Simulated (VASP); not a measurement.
These are optB88-vdW, VASP's PBE PAW potentials (set 64) (plane waves; VASP) values and carry that method's errors.

The input files of a VASP run:

KPOINTS:
```
Automatic mesh
0
Gamma
8 8 8
0 0 0
```

POSCAR:
```
SrVO3
3.7701290
  0.9999998805   0.0000000000   0.0000000000
  0.0000000000   0.9999998805   0.0000000000
  0.0000000000   0.0000000000   0.9999998805
Sr V O
1 1 3
Cartesian
  0.0000000000   0.0000000000   0.0000000000
  0.4999999403   0.4999999403   0.4999999403
  0.4999999403   0.0000000000   0.4999999403
  0.0000000000   0.4999999403   0.4999999403
  0.4999999403   0.4999999403   0.0000000000
```

INCAR:
```
! general
SYSTEM   = SrVO3
PREC     = Accurate
ENCUT    = 520
LREAL    = .FALSE.
LASPH    = .TRUE.   ! aspherical one-centre terms

! electronic loop
EDIFF    = 1E-7
NELM     = 100
ALGO     = Normal
LMAXMIX  = 4   ! l cut-off of mixed one-centre charges

! smearing
ISMEAR   = 1   ! Methfessel-Paxton
SIGMA    = 0.1

! functional
GGA      = BO
LUSE_VDW = .TRUE.
AGGAC    = 0.0
PARAM1   = 0.1833333333
PARAM2   = 0.22

! ions
ISIF     = 2   ! forces and stress, cell fixed

! output
LWAVE    = .FALSE.
LCHARG   = .FALSE.
```

POTCAR, in this order: Sr_sv V_sv O (PBE.64 set). Program: vasp_std.

What VASP printed:

OUTCAR:
```
 ion  position               nearest neighbor table
   1  0.000  0.000  0.000-   3 2.67   4 2.67   5 2.67   3 2.67   4 2.67   4 2.67   5 2.67   4 2.67
                             3 2.67   5 2.67   3 2.67   5 2.67   2 3.27   2 3.27   2 3.27   2 3.27
   2  0.500  0.500  0.500-   3 1.89   4 1.89   5 1.89   5 1.89   3 1.89   4 1.89   1 3.27   1 3.27
                             1 3.27   1 3.27   1 3.27   1 3.27   1 3.27   1 3.27
   3  0.500  0.000  0.500-   2 1.89   2 1.89   1 2.67   1 2.67   1 2.67   1 2.67
   4  0.000  0.500  0.500-   2 1.89   2 1.89   1 2.67   1 2.67   1 2.67   1 2.67
   5  0.500  0.500  0.000-   2 1.89   2 1.89   1 2.67   1 2.67   1 2.67   1 2.67
  LATTYP: Found a simple cubic cell.
 ALAT       =     3.7701285495
 Subroutine PRICEL returns:
 Original cell was already a primitive cell.
 Subroutine GETGRP returns: Found 48 space group operations
The static configuration has the point symmetry O_h .
The dynamic configuration has the point symmetry O_h .
 Subroutine INISYM returns: Found 48 space group operations
 Subroutine IBZKPT returns following result:
 Found     35 irreducible k-points:

 Following reciprocal coordinates:
            Coordinates               Weight
  0.000000  0.000000  0.000000      1.000000
  0.125000  0.000000  0.000000      6.000000
  0.250000  0.000000  0.000000      6.000000
  0.375000  0.000000  0.000000      6.000000
  0.500000  0.000000  0.000000      3.000000
  0.125000  0.125000  0.000000     12.000000
  0.250000  0.125000  0.000000     24.000000
  0.375000  0.125000  0.000000     24.000000
  0.500000  0.125000  0.000000     12.000000
  0.250000  0.250000  0.000000     12.000000
  0.375000  0.250000  0.000000     24.000000
  0.500000  0.250000  0.000000     12.000000
  0.375000  0.375000  0.000000     12.000000
  0.500000  0.375000  0.000000     12.000000
  0.500000  0.500000  0.000000      3.000000
  0.125000  0.125000  0.125000      8.000000
  0.250000  0.125000  0.125000     24.000000
  0.375000  0.125000  0.125000     24.000000
  0.500000  0.125000  0.125000     12.000000
...
```

OSZICAR:
```
       N       E                     dE             d eps       ncg     rms          rms(c)
DAV:   1     0.467292932752E+03    0.46729E+03   -0.24308E+04  1680   0.181E+03
DAV:   2    -0.137453705849E+02   -0.48104E+03   -0.47701E+03  2144   0.496E+02
DAV:   3    -0.396804860657E+02   -0.25935E+02   -0.25730E+02  1720   0.128E+02
DAV:   4    -0.405153435787E+02   -0.83486E+00   -0.83273E+00  2960   0.196E+01
DAV:   5    -0.405232683762E+02   -0.79248E-02   -0.79245E-02  2016   0.147E+00    0.430E+01
DAV:   6    -0.311199221683E+02    0.94033E+01   -0.94507E+01  2288   0.768E+01    0.196E+01
DAV:   7    -0.302970940373E+02    0.82283E+00   -0.27560E+01  1920   0.488E+01    0.195E+01
DAV:   8    -0.296985539945E+02    0.59854E+00   -0.31393E+00  1840   0.167E+01    0.428E+00
DAV:   9    -0.297191369873E+02   -0.20583E-01   -0.25302E-01  2224   0.342E+00    0.159E+00
DAV:  10    -0.297100195374E+02    0.91174E-02   -0.17308E-01  1832   0.407E+00    0.675E-01
DAV:  11    -0.297059091050E+02    0.41104E-02   -0.30533E-02  1832   0.159E+00    0.191E-01
DAV:  12    -0.297058356146E+02    0.73490E-04   -0.14874E-03  2024   0.362E-01    0.848E-02
DAV:  13    -0.297058108648E+02    0.24750E-04   -0.19155E-04  1936   0.990E-02    0.150E-02
DAV:  14    -0.297058107912E+02    0.73588E-07   -0.22210E-05  2056   0.304E-02    0.699E-03
DAV:  15    -0.297058108120E+02   -0.20750E-07   -0.20087E-06  2208   0.130E-02    0.104E-02
DAV:  16    -0.297058105162E+02    0.29579E-06   -0.11518E-06  1856   0.104E-02    0.253E-03
DAV:  17    -0.297058104650E+02    0.51135E-07   -0.84529E-08   904   0.238E-03
   1 F= -.29705810E+02 E0= -.29705088E+02  d E =-.216635E-02
```

OUTCAR:
```
------------------------ aborting loop because EDIFF is reached ----------------------------------------
  FORCE on cell =-STRESS in cart. coord.  units (eV):
  Direction    XX          YY          ZZ          XY          YZ          ZX
  --------------------------------------------------------------------------------------
  Total        4.6033184      4.6033184      4.6033184     -0.0000000     -0.0000000      0.0000000
  in kB      137.6300026    137.6300026    137.6300026     -0.0000000     -0.0000000      0.0000000
  external PRESSURE =     137.6300026 kB  Pullay stress =       0.0000000 kB
  volume of cell :       53.59
      direct lattice vectors                 reciprocal lattice vectors
     3.770128549  0.000000000  0.000000000     0.265242945  0.000000000  0.000000000
     0.000000000  3.770128549  0.000000000     0.000000000  0.265242945  0.000000000
     0.000000000  0.000000000  3.770128549     0.000000000  0.000000000  0.265242945
 POSITION                                       TOTAL-FORCE (eV/Angst)
 -----------------------------------------------------------------------------------
      0.00000      0.00000      0.00000         0.000000      0.000000      0.000000
      1.88506      1.88506      1.88506         0.000000      0.000000      0.000000
      1.88506      0.00000      1.88506         0.000000      0.000000      0.000000
      0.00000      1.88506      1.88506         0.000000      0.000000      0.000000
      1.88506      1.88506      0.00000         0.000000      0.000000      0.000000
 -----------------------------------------------------------------------------------
    total drift:                                0.000000      0.000000      0.000000
  FREE ENERGIE OF THE ION-ELECTRON SYSTEM (eV)
  ---------------------------------------------------
  free  energy   TOTEN  =       -29.7058104650 eV

  energy  without entropy=      -29.7036441171  energy(sigma->0) =      -29.70508835
```
(Selected blocks of OUTCAR.)

The compound is SrVO3 in the cubic perovskite structure. This cell is one point of a volume scan, at 0.94 of the reference volume. The run is not spin-polarised, so no magnetic state was tried. The electron count is odd and the run is not spin-polarised, which forces a metal.
